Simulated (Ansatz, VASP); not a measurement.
## PdPt (Pd-Pt stack, (111) layers): VASP beside Ansatz

Aim: how closely do two programs agree when they are given the same cell, functional and k mesh? The cell is taken from a series of runs on this material, whose earlier steps may have relaxed, scaled, displaced or heated it; both programs get it as it stands.

Calculated with Ansatz 0.2.0; plane waves, with VASP 6.6.1 beside it; PBEsol.

## 1. The structure

The cell holds 2 atoms: 1 Pd and 1 Pt. Its edges and angles: a = 2.654 Å, b = 2.654 Å, c = 28.326 Å, α = 90.0°, β = 90.0°, γ = 120.0°. It derives from PdPt. Vacuum lies along c.

Coordinates:

```xyz
2
Lattice="2.6543 0.0000 0.0000 -1.3272 2.2987 0.0000 0.0000 0.0000 28.3264" Properties=species:S:1:pos:R:3
Pd    0.0000    0.0000    5.4689
Pt    0.0000    1.5325    7.7943
```

## 2. VASP: zone-centre phonons, PBEsol

Second derivatives magnify differences that forces hide, and they need a tight electronic threshold.

Lines of VASP's logs that name or quote its potential files are left out, and so is its time.

File INCAR:

```
SYSTEM = PdPt
PREC = Accurate
ENCUT = 500
EDIFF = 1E-08
NELM = 120
ISMEAR = 1
SIGMA = 0.2
LREAL = .FALSE.
ALGO = Normal
GGA = PS
NBANDS = 16
LASPH = .TRUE.
LORBIT = 11
LWAVE = .FALSE.
LCHARG = .FALSE.
ISIF = 2
IBRION = 8
GGA_COMPAT = .FALSE.
NELMDL = -8
KPAR = 2
```

File POSCAR:

```
PdPt
1.0
    2.6543288293      0.0000000000      0.0000000000
   -1.3271644146      2.2987161962      0.0000000000
    0.0000000000      0.0000000000     28.3264248055
Pd Pt
1 1
Direct
    0.0000000000      0.0000000000      0.1930668580
    0.3333333333      0.6666666667      0.2751606042
```

File KPOINTS:

```
Automatic mesh
0
Gamma
8 8 1
0 0 0
```

The projector-augmented-wave data sets are Pd and Pt (PBE family, release 64).

Command:

```console
mpirun -np 2 vasp_std
```

Numbers of over 12 decimals in the logs are rounded to 6 here.

What it wrote:

```text
[banner, memory and clock lines left out]
running    2 mpi-ranks, on    1 nodes
 distrk:  each k-point on    1 cores,    2 groups
 distr:  one band on    1 cores,    1 groups

 POSCAR found type information on POSCAR PdPt
 POSCAR found :  2 types and       2 ions
|                                                                             |
|               ----> ADVICE to this user running VASP <----                  |
|                                                                             |
|     You enforced a specific xc type in the INCAR file but a different       |
|     [... a line on the potential file left out ...]
|     I HOPE YOU KNOW WHAT YOU ARE DOING!                                     |
|                                                                             |

 LDA part: xc-table for (Slater+PW92), standard interpolation
 POSCAR, INCAR and KPOINTS ok, starting setup
 FFT: planning ... GRIDC
 FFT: planning ... GRID_SOFT
 FFT: planning ... GRID
 WAVECAR not read
 entering main loop
       N       E                     dE             d eps       ncg     rms          rms(c)
DAV:   1     0.126445095186E+03    0.12645E+03   -0.74191E+03   320   0.926E+02
DAV:   2    -0.785264025750E+01   -0.13430E+03   -0.12562E+03   440   0.189E+02
DAV:   3    -0.125439490821E+02   -0.46913E+01   -0.46442E+01   376   0.438E+01
DAV:   4    -0.125982878032E+02   -0.54339E-01   -0.54284E-01   504   0.476E+00
DAV:   5    -0.125986238062E+02   -0.33600E-03   -0.33599E-03   416   0.313E-01
DAV:   6    -0.125986390544E+02   -0.15248E-04   -0.15248E-04   512   0.479E-02
DAV:   7    -0.125986392481E+02   -0.19375E-06   -0.19398E-06   464   0.409E-03
DAV:   8    -0.125986392606E+02   -0.12449E-07   -0.12569E-07   424   0.658E-04    0.137E+01
DAV:   9    -0.133907384916E+02   -0.79210E+00   -0.21492E+01   384   0.331E+01    0.148E+01
DAV:  10    -0.120398263251E+02    0.13509E+01   -0.85502E+00   424   0.289E+01    0.696E+00
DAV:  11    -0.116814482647E+02    0.35838E+00   -0.16814E+00   384   0.135E+01    0.198E+00
DAV:  12    -0.116556667057E+02    0.25782E-01   -0.91327E-02   440   0.268E+00    0.780E-01
DAV:  13    -0.116508250978E+02    0.48416E-02   -0.16258E-02   384   0.913E-01    0.284E-01
DAV:  14    -0.116503528045E+02    0.47229E-03   -0.26909E-03   432   0.455E-01    0.127E-01
[...]
DAV:  24    -0.116503711598E+02   -0.68997E-05   -0.19989E-07   368   0.185E-03    0.944E-04
DAV:  25    -0.116503748063E+02   -0.36465E-05   -0.12184E-07   376   0.139E-03    0.163E-04
DAV:  26    -0.116503770653E+02   -0.22591E-05   -0.88866E-08   384   0.731E-04    0.198E-04
DAV:  27    -0.116503778268E+02   -0.76147E-06   -0.19574E-08   376   0.376E-04    0.677E-05
DAV:  28    -0.116503779944E+02   -0.16765E-06   -0.24456E-09   344   0.120E-04    0.426E-05
DAV:  29    -0.116503780742E+02   -0.79730E-07   -0.98960E-10   328   0.107E-04    0.363E-05
DAV:  30    -0.116503780972E+02   -0.22994E-07   -0.13345E-10   352   0.483E-05    0.229E-05
DAV:  31    -0.116503781064E+02   -0.92739E-08   -0.72698E-11   336   0.470E-05
   1 F= -.11650378E+02 E0= -.11647790E+02  d E =-.776303E-02
 Linear response reoptimize wavefunctions to high precision
DAV:   1    -0.116503781080E+02   -0.15086E-08    0.41359E-12   344   0.147E-05
DAV:   2    -0.116503781080E+02   -0.18190E-11    0.13656E-11   288   0.302E-06
 Linear response DOF=           4
 Linear response progress:
  Degree of freedom:   1/  4
       N       E                     dE             d eps       ncg     rms          rms(c)
RMM:   1    -0.236294629796E+00   -0.23629E+00   -0.22436E-01  1834   0.336E+00
RMM:   2    -0.236018773936E+00    0.27586E-03   -0.34555E-03  1640   0.429E-01    0.890E-02
RMM:   3    -0.235550391961E+00    0.46838E-03   -0.15144E-04  1677   0.911E-02    0.493E-02
RMM:   4    -0.235115090695E+00    0.43530E-03   -0.31692E-04  1737   0.101E-01    0.132E-02
RMM:   5    -0.235091370979E+00    0.23720E-04   -0.43018E-06  1776   0.174E-02    0.110E-02
RMM:   6    -0.235067726168E+00    0.23645E-04   -0.16188E-06  1884   0.804E-03    0.168E-02
RMM:   7    -0.234962353092E+00    0.10537E-03   -0.31342E-06  1879   0.112E-02    0.168E-03
RMM:   8    -0.234966650227E+00   -0.42971E-05   -0.16496E-08  1872   0.280E-03    0.435E-04
RMM:   9    -0.234966782518E+00   -0.13229E-06    0.18716E-07  1922   0.724E-04    0.200E-04
RMM:  10    -0.234965914708E+00    0.86781E-06    0.46960E-09  1897   0.245E-04    0.656E-05
RMM:  11    -0.234965676196E+00    0.23851E-06    0.51382E-09  1947   0.727E-05    0.307E-05
RMM:  12    -0.234965471294E+00    0.20490E-06   -0.62108E-09  1904   0.454E-05    0.160E-05
RMM:  13    -0.234965330598E+00    0.14070E-06    0.86638E-10  1930   0.399E-05    0.425E-06
RMM:  14    -0.234965340676E+00   -0.10078E-07    0.14125E-08  1910   0.278E-05    0.165E-06
RMM:  15    -0.234965353394E+00   -0.12719E-07    0.54840E-09  1802   0.253E-05    0.474E-07
RMM:  16    -0.234965349886E+00    0.35082E-08    0.14159E-08  1538   0.243E-05    0.368E-07
 first order change of Fermi-energy   0.38441E-03
 force on displaced ion       1 direction 1 :  -0.388   0.000   0.000
 Linear response progress:
  Degree of freedom:   2/  4
       N       E                     dE             d eps       ncg     rms          rms(c)
RMM:   1    -0.314360729382E+00   -0.31436E+00   -0.24656E-01   557   0.358E+00
RMM:   2    -0.313343322435E+00    0.10174E-02   -0.43921E-03   488   0.488E-01    0.267E-01
RMM:   3    -0.314153384520E+00   -0.81006E-03   -0.67992E-04   549   0.174E-01    0.336E-01
RMM:   4    -0.314150442983E+00    0.29415E-05   -0.12838E-03   563   0.225E-01    0.331E-01
RMM:   5    -0.314046146105E+00    0.10430E-03   -0.47788E-04   553   0.137E-01    0.254E-02
RMM:   6    -0.313977442851E+00    0.68703E-04   -0.12500E-05   542   0.243E-02    0.128E-02
RMM:   7    -0.313900597166E+00    0.76846E-04   -0.22844E-06   549   0.985E-03    0.229E-03
RMM:   8    -0.313882531557E+00    0.18066E-04   -0.12355E-07   556   0.242E-03    0.857E-04
RMM:   9    -0.313879351880E+00    0.31797E-05   -0.22467E-08   557   0.854E-04    0.701E-04
RMM:  10    -0.313880884542E+00   -0.15327E-05   -0.16033E-08   570   0.603E-04    0.258E-04
RMM:  11    -0.313885434892E+00   -0.45503E-05   -0.29223E-08   584   0.578E-04    0.209E-04
RMM:  12    -0.313889732976E+00   -0.42981E-05   -0.30769E-08   592   0.404E-04    0.965E-05
RMM:  13    -0.313890512148E+00   -0.77917E-06   -0.31416E-09   594   0.184E-04    0.400E-05
RMM:  14    -0.313890444618E+00    0.67529E-07    0.63921E-10   601   0.171E-04    0.186E-05
RMM:  15    -0.313890467845E+00   -0.23227E-07   -0.26090E-08   600   0.800E-05    0.113E-05
RMM:  16    -0.313890490615E+00   -0.22769E-07   -0.61698E-09   604   0.687E-05    0.878E-06
RMM:  17    -0.313890495263E+00   -0.46477E-08   -0.59488E-09   588   0.507E-05    0.343E-06
 first order change of Fermi-energy   0.18223E+00
 force on displaced ion       1 direction 3 :   0.000   0.000  -6.358
 Linear response progress:
  Degree of freedom:   3/  4
       N       E                     dE             d eps       ncg     rms          rms(c)
RMM:   1    -0.221441636749E+00   -0.22144E+00   -0.21834E-01  1844   0.326E+00
RMM:   2    -0.220639944006E+00    0.80169E-03   -0.35462E-03  1672   0.420E-01    0.122E-01
RMM:   3    -0.219720903104E+00    0.91904E-03   -0.28474E-04  1696   0.113E-01    0.675E-02
RMM:   4    -0.218990408901E+00    0.73049E-03   -0.54943E-04  1772   0.129E-01    0.156E-02
RMM:   5    -0.218969405870E+00    0.21003E-04   -0.11741E-05  1839   0.249E-02    0.130E-02
RMM:   6    -0.218943878384E+00    0.25527E-04   -0.34955E-06  1905   0.117E-02    0.225E-02
RMM:   7    -0.218850172619E+00    0.93706E-04   -0.42429E-06  1886   0.126E-02    0.856E-04
RMM:   8    -0.218850679241E+00   -0.50662E-06   -0.15652E-08  1890   0.210E-03    0.412E-04
RMM:   9    -0.218850647056E+00    0.32185E-07    0.96725E-08  1929   0.439E-04    0.248E-04
RMM:  10    -0.218850218909E+00    0.42815E-06   -0.14141E-08  1914   0.188E-04    0.452E-05
RMM:  11    -0.218850029409E+00    0.18950E-06   -0.32377E-08  1933   0.650E-05    0.211E-05
RMM:  12    -0.218849901923E+00    0.12749E-06    0.11455E-08  1954   0.441E-05    0.102E-05
RMM:  13    -0.218849867147E+00    0.34776E-07    0.21954E-08  1968   0.291E-05    0.255E-06
RMM:  14    -0.218849872763E+00   -0.56162E-08   -0.25112E-08  1889   0.240E-05    0.129E-06
 first order change of Fermi-energy   0.28346E-03
 force on displaced ion       2 direction 1 :  -0.391   0.001  -0.000
 Linear response progress:
  Degree of freedom:   4/  4
       N       E                     dE             d eps       ncg     rms          rms(c)
RMM:   1    -0.340128991552E+00   -0.34013E+00   -0.25596E-01   549   0.362E+00
RMM:   2    -0.338323212309E+00    0.18058E-02   -0.53945E-03   492   0.513E-01    0.278E-01
RMM:   3    -0.338209179392E+00    0.11403E-03   -0.98334E-04   538   0.196E-01    0.271E-01
RMM:   4    -0.338773837364E+00   -0.56466E-03   -0.10964E-03   564   0.208E-01    0.333E-01
RMM:   5    -0.338735582728E+00    0.38255E-04   -0.79311E-04   562   0.170E-01    0.785E-02
RMM:   6    -0.338586878449E+00    0.14870E-03   -0.70338E-05   538   0.532E-02    0.272E-02
RMM:   7    -0.338488143015E+00    0.98735E-04   -0.40347E-06   554   0.153E-02    0.224E-03
RMM:   8    -0.338458845620E+00    0.29297E-04   -0.23419E-07   552   0.318E-03    0.732E-04
RMM:   9    -0.338455440473E+00    0.34051E-05   -0.18495E-08   558   0.847E-04    0.548E-04
RMM:  10    -0.338453520057E+00    0.19204E-05   -0.66614E-09   568   0.401E-04    0.149E-04
RMM:  11    -0.338454287977E+00   -0.76792E-06   -0.84128E-09   576   0.308E-04    0.795E-05
RMM:  12    -0.338455581254E+00   -0.12933E-05   -0.89090E-09   588   0.244E-04    0.369E-05
RMM:  13    -0.338456187979E+00   -0.60672E-06   -0.92587E-09   594   0.144E-04    0.224E-05
RMM:  14    -0.338456331602E+00   -0.14362E-06   -0.30259E-08   597   0.103E-04    0.103E-05
RMM:  15    -0.338456335346E+00   -0.37444E-08   -0.37613E-08   593   0.612E-05    0.657E-06
 first order change of Fermi-energy  -0.18293E+00
 force on displaced ion       2 direction 3 :   0.000   0.000  -6.366
 Linear response finished
```

From OUTCAR (step 2):

```text
ion  position               nearest neighbor table
   1  0.000  0.000  0.193-   2 2.78   2 2.78   2 2.78
   2  0.333  0.667  0.275-   1 2.78   1 2.78   1 2.78

  LATTYP: Found a hexagonal cell.
 ALAT       =     2.6543288293
 C/A-ratio  =    10.6717843294

 Subroutine GETGRP returns: Found  6 space group operations
 (whereof  6 operations were pure point group operations)

The static configuration has the point symmetry C_3v.

 Found     10 irreducible k-points:

   k-points           NKPTS =     10   k-points in BZ     NKDIM =     10   number of bands    NBANDS=     16

   dimension x,y,z NGX =    20 NGY =   20 NGZ =  210
   dimension x,y,z NGXF=    40 NGYF=   40 NGZF=  420

   ENCUT  =  500.0 eV  36.75 Ry    6.06 a.u.   4.84  4.84 51.65*2*pi/ulx,y,z

   NELECT =      20.0000    total number of electrons

 k-points in reciprocal lattice and weights: Automatic mesh
   0.00000000  0.00000000  0.00000000       0.016
   0.12500000  0.00000000  0.00000000       0.094
   0.25000000  0.00000000  0.00000000       0.094
   0.37500000  0.00000000  0.00000000       0.094
   0.50000000  0.00000000  0.00000000       0.047
   0.12500000  0.12500000  0.00000000       0.094
   0.25000000  0.12500000  0.00000000       0.188
   0.37500000  0.12500000  0.00000000       0.188
   0.25000000  0.25000000  0.00000000       0.094
   0.37500000  0.25000000  0.00000000       0.094

 average (electrostatic) potential at core
       1 -82.8612       2 -76.4865

  Total       -0.3338989     -0.3338989      0.0717199     -0.0000000      0.0000000      0.0000000
  in kB       -3.0952360     -3.0952360      0.6648417     -0.0000000      0.0000000      0.0000000
  external PRESSURE =      -1.8418768 kB  Pullay stress =       0.0000000 kB

  energy-cutoff  :      500.00
  volume of cell :      172.84
      direct lattice vectors                 reciprocal lattice vectors
     2.654328829  0.000000000  0.000000000     0.376743073  0.217512715  0.000000000
    -1.327164415  2.298716196  0.000000000     0.000000000  0.435025429  0.000000000
     0.000000000  0.000000000 28.326424806     0.000000000  0.000000000  0.035302726

 POSITION                                       TOTAL-FORCE (eV/Angst)
 -----------------------------------------------------------------------------------
      0.00000      0.00000      5.46889         0.000000      0.000000     -0.038094
     -0.00000      1.53248      7.79432        -0.000000     -0.000000      0.038094
 -----------------------------------------------------------------------------------
    total drift:                                0.000000      0.000000      0.000009

 Eigenvectors and eigenvalues of the dynamical matrix
 ----------------------------------------------------

   1 f  =    4.751631 THz    29.855376 2PiTHz  158.497340 cm-1    19.651157 meV
             X         Y         Z           dx          dy          dz
      0.000000  0.000000  5.468894    -0.000000    0.000000    0.804202
     -0.000000  1.532477  7.794316     0.000000   -0.000000   -0.594356

   2 f  =    1.174665 THz     7.380636 2PiTHz   39.182596 cm-1     4.858021 meV
             X         Y         Z           dx          dy          dz
      0.000000  0.000000  5.468894     0.402013    0.695390    0.000000
     -0.000000  1.532477  7.794316    -0.298128   -0.515692    0.000000

   3 f  =    1.174665 THz     7.380636 2PiTHz   39.182596 cm-1     4.858021 meV
             X         Y         Z           dx          dy          dz
      0.000000  0.000000  5.468894    -0.695390    0.402013    0.000000
     -0.000000  1.532477  7.794316     0.515692   -0.298128    0.000000

   4 f/i=    0.001445 THz     0.009081 2PiTHz    0.048209 cm-1     0.005977 meV
             X         Y         Z           dx          dy          dz
      0.000000  0.000000  5.468894    -0.000000    0.000000   -0.594356
     -0.000000  1.532477  7.794316    -0.000000    0.000000   -0.804202

   5 f/i=    0.002272 THz     0.014273 2PiTHz    0.075772 cm-1     0.009395 meV
             X         Y         Z           dx          dy          dz
      0.000000  0.000000  5.468894    -0.415772    0.426558    0.000000
     -0.000000  1.532477  7.794316    -0.560652    0.575197    0.000000

   6 f/i=    0.002272 THz     0.014273 2PiTHz    0.075772 cm-1     0.009395 meV
             X         Y         Z           dx          dy          dz
      0.000000  0.000000  5.468894    -0.426558   -0.415772   -0.000000
     -0.000000  1.532477  7.794316    -0.575197   -0.560652   -0.000000

 ELASTIC MODULI CONTR FROM IONIC RELAXATION (kBar)
 Direction    XX          YY          ZZ          XY          YZ          ZX
 --------------------------------------------------------------------------------
 XX         -49.8904    -49.0280   -125.0559     -0.0000      2.4902     -0.0000
 YY         -49.0280    -49.8904   -125.0559     -0.0000     -2.4902      0.0000
 ZZ        -125.0559   -125.0559   -316.1999     -0.0000      0.0000      0.0000
 XY          -0.0000     -0.0000     -0.0000     -0.4312     -0.0000     -4.5727
 YZ           2.4902     -2.4902      0.0000     -0.0000    -14.3803      0.0000
 ZX          -0.0000      0.0000      0.0000     -4.5727      0.0000    -48.4893
 --------------------------------------------------------------------------------
```

(Part 1 of 2 ends here.)

[Lines on the potential files, build, host, timing and source positions are cut from VASP's logs without a mark.]

[Logs are printed without paths, hosts, clocks, repeated set-up lines and the standing remarks that a program may print on its own settings, such as how far it seeks lower states.]

[Hosts, paths, dates, database ids (printed as entryN), source tags and the programs' standing remarks are cut or masked in the printed files.]
